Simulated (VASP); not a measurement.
Energy against volume of TiAl (L1_0). Method: PBE GGA with D3 dispersion (zero damping), VASP's PBE PAW potentials (set 64) (plane waves; VASP 6.6.1). Settings: 520 eV cut-off, 13×13×9 Γ-centred mesh, first-order Methfessel-Paxton smearing of 0.10 eV, potentials Ti_sv Al.

Shape and ions are relaxed at each volume.

```
V (Å³/atom)  E (eV/atom)
-----------  -----------
15.172          -6.53676
15.641          -6.54265
16.110          -6.53803
16.579          -6.52432
```

Problem. Fit these four points and predict the energy of the run at 14.703 Å³/atom.

Solution. A cubic in V^(−2/3), the third-order Birch-Murnaghan form, passes through the four points with V0 = 15.66 Å³/atom and B0 = 119 GPa, and gives -6.5187 eV/atom there. The run gave -6.5188 eV/atom, -0.1 meV/atom from the fit; all five points give B0 = 119 GPa.

The compound is TiAl in the L1_0 structure. It was relaxed first.
